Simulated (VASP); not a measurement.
A run of VASP 6.6.1 is set up as follows.

Contents of INCAR:

```
ALGO = Fast
EDIFF = 1E-6
ENCUT = 520
ISIF = 2
ISMEAR = 0
ISPIN = 2
LASPH = T
LCHARG = F
LDAU = T
LDAUJ = 0 0
LDAUL = 2 -1
LDAUPRINT = 1
LDAUTYPE = 2
LDAUU = 6 0
LMAXMIX = 4
LORBIT = 11
LREAL = F
LWAVE = F
MAGMOM = -0.85 0
NELM = 150
PREC = Accurate
SIGMA = 0.05
```

The input KPOINTS:

```
k-points
0
Gamma
  6 6 6
```

The input POSCAR:

```
CoS
1.0
    3.1097975700      0.0000000000      0.0000000000
    0.0000000000      3.1097975700      0.0000000000
    0.0000000000      0.0000000000      3.1097975700
Co S
1 1
Direct
    0.0000000000      0.0000000000      0.0000000000
    0.5000000000      0.5000000000      0.5000000000
```

Potentials or basis: VASP PAW LDA potentials, release 64 (Co, S).

The run is started by

```console
$ cat potpaw_LDA.64/Co/POTCAR potpaw_LDA.64/S/POTCAR > POTCAR
$ mpirun -np 1 vasp_std > vasp.out
```

Q: Predict the pressure.

A: -8.1 GPa.

Q: Estimate the site moments.

A: Co -2.12; S -0.11 μB.

Q: Predict the net moment.

A: -2.28 μB per cell.

Eigenvalues of the final occupation matrices:
| site | spin | trace | eigenvalues |
| --- | --- | --- | --- |
| site 1 d | 1 | 2.66 | 0.02 0.02 0.87 0.87 0.87 |
| site 1 d | 2 | 4.79 | 0.95 0.95 0.96 0.96 0.96 |

Caveat: a cell with one magnetic atom can't hold antiferromagnetic order, which such compounds often take. The state reached can hang on the start; a lower one may exist.
